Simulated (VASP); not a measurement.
All values below come from LDA (Ceperley-Alder, Perdew-Zunger), VASP's LDA PAW potentials (set 64) (plane waves; VASP 6.6.1).

A VASP calculation is set up with these files.

INCAR:
```
SYSTEM = CdAs2Ge
PREC = Accurate
ENCUT = 300
EDIFF = 1E-6
NELM = 100
ALGO = Normal
LREAL = Auto
LASPH = .TRUE.
ISMEAR = 1
SIGMA = 0.2
LMAXMIX = 4
LWAVE = .FALSE.
LCHARG = .FALSE.
ISIF = 2
LDIPOL = .TRUE.
IDIPOL = 3
DIPOL = 0.5 0.5 0.505
```

File POSCAR:
```
CdAs2Ge
1.0
  5.8868880000   0.0000000000   0.0000000000
  0.0000000000  12.6143020000   0.0000000000
  0.0000000000   0.0000000000  16.7782000000
Cd Ge As
4 4 8
Cart
  0.0000000000   2.5250300599   8.1346921534
  2.9434440000   0.0582780752   6.8130062266
  2.9434440000   8.8321810599   8.1346921534
  0.0000000000   6.3654290752   6.8130062266
  0.0000000000  11.2989330446   9.4563948584
  2.9434440000   1.1513704150  10.7781982326
  2.9434440000   4.9917820446   9.4563948584
  0.0000000000   7.4585214150  10.7781982326
  4.4151660000   2.0575566421   6.0000017674
  1.6411466366   4.4452295676   7.4738995246
  1.4717220000   0.5257641074   8.9476966126
  4.2457413634   3.0715699227  10.1173049346
  1.4717220000   8.3647076421   6.0000017674
  4.5845906366  10.7523805676   7.4738995246
  4.4151660000   6.8329151074   8.9476966126
  1.3022973634   9.3787209227  10.1173049346
```

### KPOINTS
```
Automatic mesh
0
Gamma
4 2 1
0 0 0
```

POTCAR, in this order: Cd Ge_d As (LDA.64 set). Program: vasp_std.

The cell holds a wide vacuum, so values per volume refer to the whole cell.

Question: Estimate the energy per atom (σ→0), largest force, band gap (on the k-mesh).

Answer: 
```
Item                                                         Value
------------------------  ----------------------------------------
energy per atom (σ→0)                               -3.638 eV/atom
band gap (on the k-mesh)  none (metal, semimetal or under 0.01 eV)
largest force                                           0.947 eV/Å
```

**OSZICAR**
```
...
DAV:  20    -0.582270044953E+02   -0.98442E-04   -0.39076E-06   788   0.567E-03    0.228E-03
DAV:  21    -0.582270693309E+02   -0.64836E-04   -0.22006E-06   758   0.345E-03    0.164E-03
DAV:  22    -0.582271042235E+02   -0.34893E-04   -0.82971E-07   738   0.235E-03    0.118E-03
DAV:  23    -0.582271324501E+02   -0.28227E-04   -0.12031E-06   734   0.223E-03    0.669E-04
DAV:  24    -0.582271388869E+02   -0.64368E-05   -0.22045E-07   722   0.130E-03    0.460E-04
DAV:  25    -0.582271417766E+02   -0.28897E-05   -0.18300E-07   648   0.108E-03    0.195E-04
DAV:  26    -0.582271421608E+02   -0.38417E-06   -0.46715E-08   626   0.566E-04
   1 F= -.58227142E+02 E0= -.58213084E+02  d E =-.421755E-01
```

The cell is a sheet with vacuum, built from a database entry that may be metastable or hypothetical.
